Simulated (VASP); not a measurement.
Method: PBE GGA with D3 dispersion (Becke-Johnson damping), VASP's PBE PAW potentials (set 64) (plane waves; VASP 6.6.1).

Input for VASP

INCAR:
```
SYSTEM = TiC
PREC = Accurate; ENCUT = 520; LREAL = F
LASPH = T
EDIFF = 1E-7; NELM = 100; ALGO = Normal
LMAXMIX = 4
ISMEAR = 1; SIGMA = 0.1
GGA = PE; IVDW = 12
ISIF = 2
LWAVE = F; LCHARG = F
```

### KPOINTS
```
Regular mesh
0
Gamma
  15 15 15
0 0 0
```

File POSCAR:
```
TiC
1.0
  0.0000000000   2.1883970502   2.1883970502
  2.1883970502   0.0000000000   2.1883970502
  2.1883970502   2.1883970502   0.0000000000
Ti C
1 1
direct
  0.0000000000   0.0000000000   0.0000000000
  0.5000000000   0.5000000000   0.5000000000
```

POTCAR, in this order: Ti_sv C (PBE.64 set). Program: vasp_std.

What VASP printed:

**OUTCAR**
```
 ion  position               nearest neighbor table
   1  0.000  0.000  0.000-   2 2.19   2 2.19   2 2.19   2 2.19   2 2.19   2 2.19
   2  0.500  0.500  0.500-   1 2.19   1 2.19   1 2.19   1 2.19   1 2.19   1 2.19
  LATTYP: Found a face centered cubic cell.
 ALAT       =     4.3767941004
 Subroutine PRICEL returns:
 Original cell was already a primitive cell.
 Subroutine GETGRP returns: Found 48 space group operations
The static configuration has the point symmetry O_h .
The dynamic configuration has the point symmetry O_h .
 Subroutine INISYM returns: Found 48 space group operations
 Subroutine IBZKPT returns following result:
 Found    120 irreducible k-points:

 Following reciprocal coordinates:
            Coordinates               Weight
  0.000000  0.000000  0.000000      1.000000
  0.066667  0.000000  0.000000      8.000000
  0.133333  0.000000  0.000000      8.000000
  0.200000  0.000000  0.000000      8.000000
  0.266667  0.000000  0.000000      8.000000
  0.333333  0.000000  0.000000      8.000000
  0.400000  0.000000  0.000000      8.000000
  0.466667  0.000000  0.000000      8.000000
  0.066667  0.066667  0.000000      6.000000
  0.133333  0.066667  0.000000     24.000000
  0.200000  0.066667  0.000000     24.000000
  0.266667  0.066667  0.000000     24.000000
  0.333333  0.066667  0.000000     24.000000
  0.400000  0.066667  0.000000     24.000000
  0.466667  0.066667  0.000000     24.000000
 -0.466667  0.066667  0.000000     24.000000
 -0.400000  0.066667  0.000000     24.000000
 -0.333333  0.066667  0.000000     24.000000
 -0.266667  0.066667  0.000000     24.000000
 -0.200000  0.066667  0.000000     24.000000
 -0.133333  0.066667  0.000000     24.000000
 -0.066667  0.066667  0.000000     12.000000
  0.133333  0.133333  0.000000      6.000000
  0.200000  0.133333  0.000000     24.000000
  0.266667  0.133333  0.000000     24.000000
  0.333333  0.133333  0.000000     24.000000
  0.400000  0.133333  0.000000     24.000000
  0.466667  0.133333  0.000000     24.000000
 -0.466667  0.133333  0.000000     24.000000
 -0.400000  0.133333  0.000000     24.000000
 -0.333333  0.133333  0.000000     24.000000
 -0.266667  0.133333  0.000000     24.000000
 -0.200000  0.133333  0.000000     24.000000
 -0.133333  0.133333  0.000000     12.000000
  0.200000  0.200000  0.000000      6.000000
  0.266667  0.200000  0.000000     24.000000
  0.333333  0.200000  0.000000     24.000000
  0.400000  0.200000  0.000000     24.000000
  0.466667  0.200000  0.000000     24.000000
 -0.466667  0.200000  0.000000     24.000000
   k-points           NKPTS =    120   k-points in BZ     NKDIM =    120   number of bands    NBANDS=     12
   number of dos      NEDOS =    301   number of ions     NIONS =      2
   total plane-waves  NPLWV =  13824
   dimension x,y,z NGX =    24 NGY =   24 NGZ =   24
   dimension x,y,z NGXF=    48 NGYF=   48 NGZF=   48
   ions per type =               1   1
   PREC   = accura    normal or accurate (medium, high low for compatibility)
   ISTART =      0    job   : 0-new  1-cont  2-samecut
   ICHARG =      2    charge: 1-file 2-atom 10-const
   ISPIN  =      1    spin polarized calculation?
   LNONCOLLINEAR =      F non collinear calculations
   LSORBIT =      F    spin-orbit coupling
   INIWAV =      1    electr: 0-lowe 1-rand  2-diag
   ENCUT  =  520.0 eV  38.22 Ry    6.18 a.u.   5.75  5.75  5.75*2*pi/ulx,y,z
   NELM   =    100;   NELMIN=  2; NELMDL= -5     # of ELM steps
   EDIFF  = 0.1E-06   stopping-criterion for ELM
   LREAL  =      F    real-space projection
   NLSPLINE    = F    spline interpolate recip. space projectors
   LMAXMIX     =    4 max onsite mixed and CHGCAR
...
```

File OSZICAR:
```
       N       E                     dE             d eps       ncg     rms          rms(c)
DAV:   1     0.117810366270E+03    0.11781E+03   -0.85162E+03  2880   0.158E+03
DAV:   2    -0.140078975376E+02   -0.13182E+03   -0.12563E+03  3016   0.380E+02
DAV:   3    -0.239134806290E+02   -0.99056E+01   -0.94613E+01  3868   0.980E+01
DAV:   4    -0.243787844260E+02   -0.46530E+00   -0.46442E+00  3756   0.198E+01
DAV:   5    -0.243924666131E+02   -0.13682E-01   -0.13681E-01  3888   0.312E+00    0.181E+01
DAV:   6    -0.194539807879E+02    0.49385E+01   -0.33407E+01  3420   0.701E+01    0.745E+00
DAV:   7    -0.187490305449E+02    0.70495E+00   -0.53579E+00  3668   0.292E+01    0.472E+00
DAV:   8    -0.187115777593E+02    0.37453E-01   -0.12479E-01  3076   0.449E+00    0.326E+00
DAV:   9    -0.187009933967E+02    0.10584E-01   -0.21901E-01  3296   0.605E+00    0.840E-01
DAV:  10    -0.186980423754E+02    0.29510E-02   -0.16806E-02  4088   0.177E+00    0.667E-01
DAV:  11    -0.186954997639E+02    0.25426E-02   -0.98307E-03  3148   0.155E+00    0.135E-01
DAV:  12    -0.186954968472E+02    0.29167E-05   -0.44910E-04  3300   0.268E-01    0.419E-02
DAV:  13    -0.186954866086E+02    0.10239E-04   -0.22168E-05  3456   0.432E-02    0.157E-02
DAV:  14    -0.186954845562E+02    0.20524E-05   -0.44763E-06  3852   0.296E-02    0.277E-03
DAV:  15    -0.186954846261E+02   -0.69920E-07   -0.81428E-08  1904   0.398E-03
   1 F= -.19557898E+02 E0= -.19557762E+02  d E =-.410184E-03
```

File OUTCAR:
```
------------------------ aborting loop because EDIFF is reached ----------------------------------------
 Edisp (eV)   -0.86241
  FORCE on cell =-STRESS in cart. coord.  units (eV):
  Direction    XX          YY          ZZ          XY          YZ          ZX
  --------------------------------------------------------------------------------------
  Total      -1.79723    -1.79723    -1.79723     0.00000    -0.00000     0.00000
  in kB    -137.37440  -137.37440  -137.37440     0.00000    -0.00000     0.00000
  external pressure =     -137.37 kB  Pullay stress =        0.00 kB
  volume of cell :       20.96
      direct lattice vectors                 reciprocal lattice vectors
     0.000000000  2.188397050  2.188397050    -0.228477734  0.228477734  0.228477734
     2.188397050  0.000000000  2.188397050     0.228477734 -0.228477734  0.228477734
     2.188397050  2.188397050  0.000000000     0.228477734  0.228477734 -0.228477734
 POSITION                                       TOTAL-FORCE (eV/Angst)
 -----------------------------------------------------------------------------------
      0.00000      0.00000      0.00000         0.000000      0.000000      0.000000
      2.18840      2.18840      2.18840        -0.000000     -0.000000     -0.000000
 -----------------------------------------------------------------------------------
    total drift:                                0.000000     -0.000000     -0.000000
  FREE ENERGIE OF THE ION-ELECTRON SYSTEM (eV)
  ---------------------------------------------------
  free  energy   TOTEN  =       -19.5578983910 eV

  energy  without entropy=      -19.5574882074  energy(sigma->0) =      -19.55776166
```
(Selected blocks of OUTCAR.)

The compound is TiC in the rock salt structure. This cell is one point of a volume scan, at 1.06 of the reference volume.
